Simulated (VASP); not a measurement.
## How SCF solver and PAW data sets change a VASP run on W (Tungsten)

Aim: find what the SCF solver and PAW data sets change for W (Tungsten), and what they cost. The series runs use PBEsol. The SCF solver tried: ALGO = Normal; ALGO = Fast; ALGO = VeryFast; ALGO = All; ALGO = Damped; AMIX = 0.1, BMIX = 0.01; AMIX = 0.8; IMIX = 1, AMIX = 0.2. The PAW data sets tried: minimal 64: W; recommended 54: W; materialsproject 64: W_sv; gw 64: W_sv_GW. The start is a cell from a database of measured crystal structures.

Main program and level: VASP 6.6.1; PBEsol; plane waves and PAW (W), in the first sound run; inputs show where later runs differ.

This is a report of a sequence of runs, with most program output left out.

**1. Starting point**

It takes space group Im-3m (No. 229, cubic). The conventional cell has a = 3.165 Å, b = 3.165 Å, c = 3.165 Å, α = 90.00°, β = 90.00°, γ = 90.00°. W has 8 W at 2.74 Å nearest.

**2. SCF solver: ALGO = Normal**

All solvers should reach one answer; they differ in cycles and robustness. PBEsol restores the gradient expansion of exchange and is tuned for the cells of solids.

INCAR

```
SYSTEM = W
PREC = Accurate
ENCUT = 400
EDIFF = 1E-06
NELM = 100
ISMEAR = -1
SIGMA = 0.05
LREAL = .FALSE.
ALGO = Normal
GGA = PS
NBANDS = 9
LORBIT = 11
LWAVE = .FALSE.
LCHARG = .FALSE.
KPAR = 2
ISIF = 2
```

POSCAR

```
W
1.0
   -1.5823450000      1.5823450000      1.5823450000
    1.5823450000     -1.5823450000      1.5823450000
    1.5823450000      1.5823450000     -1.5823450000
W
1
Direct
    0.0000000000      0.0000000000      0.0000000000
```

KPOINTS

```
Automatic mesh
0
Gamma
12 12 12
0 0 0
```

PAW data sets: W (PBE family, release 64).

Run with:

```sh
> mpirun -np 2 vasp_std
```

The job ended after 2.8 s (2 MPI ranks of Intel Xeon Platinum 8375C at 2.90GHz (Ice Lake), shared host; peak memory 0.22 GiB).

The PAW data sets were made with PBE, which is usual practice but a small mismatch for other functionals. The data set W keeps the semicore shell frozen, which is cheaper and a little less accurate.

This step gave:

```
SCF cycles              : 12
electrons               : 6
bands                   : 9
irreducible k-points    : 72
symmetry operations     : 48
free energy (TOTEN)     : -13.88 eV
energy at zero smearing : -13.88 eV
Fermi energy            : 7.569 eV
pressure                : -6.234 GPa
metallic                : yes
```

The series starts at -13.8762 eV an atom and -6.23 GPa, after 12 cycles in 2.8 s.

**3. SCF solver: ALGO = Fast**

INCAR: that of step 2 with these lines changed.

```diff
@@ -8,3 +8,3 @@
 LREAL = .FALSE.
-ALGO = Normal
+ALGO = Fast
 GGA = PS
```

POSCAR is that of step 2.

KPOINTS is that of step 2.

Run with:

```sh
> mpirun -np 2 vasp_std
```

Elapsed: 3.2 s, on 2 MPI ranks; peak memory 0.22 GiB; 4.9 s of CPU time.

Against the first of the series the energy stays within 0.01 meV an atom and the pressure within 0.01 GPa, after 14 cycles in 3.2 s.

**4. SCF solver: ALGO = VeryFast**

INCAR: that of step 3 with these lines changed.

```diff
@@ -8,3 +8,3 @@
 LREAL = .FALSE.
-ALGO = Fast
+ALGO = VeryFast
 GGA = PS
```

POSCAR is that of step 3.

KPOINTS is that of step 3.

Run with:

```sh
> mpirun -np 2 vasp_std
```

Run time: 3.6 s. Hardware: 2 MPI ranks; peak memory 0.22 GiB; 5.8 s of CPU time.

Against the first of the series the energy stays within 0.01 meV an atom; the pressure moves by +0.02 GPa, after 18 cycles in 3.6 s.

**5. SCF solver: ALGO = All**

INCAR: that of step 4 with these lines changed.

```diff
@@ -8,3 +8,3 @@
 LREAL = .FALSE.
-ALGO = VeryFast
+ALGO = All
 GGA = PS
```

POSCAR is that of step 4.

KPOINTS is that of step 4.

Run with:

```sh
> mpirun -np 2 vasp_std
```

The job ended after 2.8 s (2 MPI ranks; peak memory 0.23 GiB; 4.3 s of CPU time).

Against the first of the series the energy stays within 0.01 meV an atom and the pressure within 0.01 GPa, after 12 cycles in 2.8 s.

**6. SCF solver: ALGO = Damped**

INCAR: that of step 5 with these lines changed.

```diff
@@ -8,3 +8,3 @@
 LREAL = .FALSE.
-ALGO = All
+ALGO = Damped
 GGA = PS
```

POSCAR is that of step 5.

KPOINTS is that of step 5.

Run with:

```sh
> mpirun -np 2 vasp_std
```

Elapsed: 3.8 s, on 2 MPI ranks; peak memory 0.23 GiB.

Against the first of the series the energy stays within 0.01 meV an atom; the pressure moves by +0.01 GPa, after 20 cycles in 3.8 s.

**7. SCF solver: AMIX = 0.1, BMIX = 0.01**

INCAR: that of step 6 with these lines changed.

```diff
@@ -8,3 +8,3 @@
 LREAL = .FALSE.
-ALGO = Damped
+ALGO = Normal
 GGA = PS
@@ -16 +16,3 @@
 ISIF = 2
+AMIX = 0.1
+BMIX = 0.01
```

POSCAR is that of step 6.

KPOINTS is that of step 6.

Run with:

```sh
> mpirun -np 2 vasp_std
```

It took 3.2 s on 2 MPI ranks; peak memory 0.22 GiB; 4.9 s of CPU time.

Against the first of the series the energy stays within 0.01 meV an atom; the pressure moves by +0.03 GPa, after 14 cycles in 3.2 s.

**8. SCF solver: AMIX = 0.8**

INCAR: that of step 7 with these lines changed.

```diff
@@ -16,3 +16,2 @@
 ISIF = 2
-AMIX = 0.1
-BMIX = 0.01
+AMIX = 0.8
```

POSCAR is that of step 7.

KPOINTS is that of step 7.

Run with:

```sh
> mpirun -np 2 vasp_std
```

Elapsed: 2.8 s, on 2 MPI ranks; peak memory 0.22 GiB.

Against the first of the series the energy stays within 0.01 meV an atom and the pressure within 0.01 GPa, after 12 cycles in 2.8 s.

**9. SCF solver: IMIX = 1, AMIX = 0.2**

INCAR: that of step 8 with these lines changed.

```diff
@@ -16,2 +16,3 @@
 ISIF = 2
-AMIX = 0.8
+IMIX = 1
+AMIX = 0.2
```

POSCAR is that of step 8.

KPOINTS is that of step 8.

Run with:

```sh
> mpirun -np 2 vasp_std
```

Elapsed: 5.4 s, on 2 MPI ranks; peak memory 0.22 GiB; 9.3 s of CPU time.

Against the first of the series the energy stays within 0.01 meV an atom; the pressure moves by -0.01 GPa, after 30 cycles in 5.4 s.

**10. The SCF solver series as a table**

This step: convergence of PBEsol results with the solver; plane waves and PAW (VASP 6.6.1).

No new run; the numbers come from the runs before.

Differences are taken from the run with ALGO = Normal. Results of the series, by row:

| setting | status | energy less the reference (meV/atom) | pressure (GPa) | SCF cycles | wall time (s) |
| --- | --- | --- | --- | --- | --- |
| ALGO = Normal | converged | 0 | -6.234 | 12 | 2.8 |
| ALGO = Fast | converged | -2.60e-4 | -6.235 | 14 | 3.2 |
| ALGO = VeryFast | converged | 0.00105 | -6.21 | 18 | 3.6 |
| ALGO = All | converged | -1.20e-4 | -6.233 | 12 | 2.8 |
| ALGO = Damped | converged | -1.30e-4 | -6.225 | 20 | 3.8 |
| AMIX = 0.1, BMIX = 0.01 | converged | 0.00261 | -6.205 | 14 | 3.2 |
| AMIX = 0.8 | converged | 1.60e-4 | -6.231 | 12 | 2.8 |
| IMIX = 1, AMIX = 0.2 | converged | -0.00295 | -6.243 | 30 | 5.4 |

**11. PAW data sets: minimal 64: W**

This step: PBEsol; plane waves and PAW (W) (VASP 6.6.1).

Data sets differ in which electrons are valence and how hard the partial waves are.

INCAR: that of step 9 with these lines changed.

```diff
@@ -16,3 +16 @@
 ISIF = 2
-IMIX = 1
-AMIX = 0.2
```

POSCAR is that of step 9.

KPOINTS is that of step 9.

Run with:

```sh
> mpirun -np 2 vasp_std
```

It took 2.8 s on 2 MPI ranks; peak memory 0.22 GiB.

Numbers from this step:

| Property | Result |
| --- | --- |
| SCF cycles | 12 |
| Fermi energy | 7.569 eV |
| pressure | -6.234 GPa |

The series starts at -13.8762 eV an atom and -6.23 GPa, after 12 cycles in 2.8 s.

**12. PAW data sets: recommended 54: W**

INCAR is that of step 11.

POSCAR is that of step 11.

KPOINTS is that of step 11.

The projector-augmented-wave data sets are W (PBE family, release 54).

Run with:

```sh
> mpirun -np 2 vasp_std
```

It took 2.8 s on 2 MPI ranks; peak memory 0.22 GiB; 4.1 s of CPU time.

With 6 valence electrons the pressure is -6.23 GPa, +0.00 GPa from the first of the series, after 12 cycles in 2.8 s.

**13. PAW data sets: materialsproject 64: W sv**

This step: PBEsol; plane waves and PAW (W_sv) (VASP 6.6.1).

INCAR: that of step 12 with these lines changed.

```diff
@@ -10,3 +10,3 @@
 GGA = PS
-NBANDS = 9
+NBANDS = 13
 LORBIT = 11
```

POSCAR is that of step 12.

KPOINTS is that of step 12.

PAW data sets: W_sv (PBE family, release 64).

Run with:

```sh
> mpirun -np 2 vasp_std
```

Elapsed: 3.4 s, on 2 MPI ranks; peak memory 0.23 GiB.

With 14 valence electrons the pressure is -2.41 GPa, +3.83 GPa from the first of the series, after 11 cycles in 3.4 s.

**14. PAW data sets: GW 64: W sv GW**

This step: PBEsol; plane waves and PAW (W_sv_GW) (VASP 6.6.1).

INCAR: that of step 13 with these lines changed.

```diff
@@ -2,3 +2,3 @@
 PREC = Accurate
-ENCUT = 400
+ENCUT = 420
 EDIFF = 1E-06
```

POSCAR is that of step 13.

KPOINTS is that of step 13.

The projector-augmented-wave data sets are W_sv_GW (PBE family, release 64).

Run with:

```sh
> mpirun -np 2 vasp_std
```

It took 3.8 s on 2 MPI ranks; peak memory 0.23 GiB.

With 14 valence electrons the pressure is -4.28 GPa, +1.95 GPa from the first of the series, after 12 cycles in 3.8 s.

**15. The PAW data sets series as a table**

This step: convergence of PBEsol results with the datasets; plane waves and PAW (VASP 6.6.1).

Derived from the runs above.

Results of the series, by row:

| setting | status | pressure (GPa) | SCF cycles | wall time (s) |
| --- | --- | --- | --- | --- |
| minimal 64: W, 400 eV | converged | -6.234 | 12 | 2.8 |
| recommended 54: W, 400 eV | converged | -6.234 | 12 | 2.8 |
| materialsproject 64: W_sv, 400 eV | converged | -2.409 | 11 | 3.4 |
| gw 64: W_sv_GW, 420 eV | converged | -4.285 | 12 | 3.8 |

**16. Results**

* fewest SCF cycles: ALGO = Normal; ALGO = All; AMIX = 0.8 (12)
* most SCF cycles among converged runs: IMIX = 1, AMIX = 0.2 (30)
* spread of the pressure over the SCF solver: 0.0387 GPa
* spread of the energy over the SCF solver: 0.00556 meV/atom
* spread of the pressure over the PAW data sets: 3.83 GPa

All SCF solvers that converged agree within 0.05 meV an atom. No setting beats the 2.8 s of ALGO = Normal by a fifth or more; the slowest converged run is IMIX = 1, AMIX = 0.2, at 5.4 s. On a shared host such times are rough. The choice of data set moves the pressure between -6.23 GPa (minimal 64: W) and -2.41 GPa (materialsproject 64: W_sv); the cutoffs differ too (400 and 420 eV). Data sets differ in their zero of energy, so energies are not compared. Forces vanish by symmetry in this cell, so the series can't test them.

[Lines on the potential files, build, host, timing and source positions are cut from VASP's logs without a mark.]

[Logs are printed without paths, hosts, clocks, repeated set-up lines and the standing remarks that a program may print on its own settings, such as how far it seeks lower states.]

[Hosts, paths, dates, database ids (printed as entryN), source tags and the programs' standing remarks are cut or masked in the printed files.]

[A measured line is paired with the nearest computed mode of its activity, which favours agreement.]
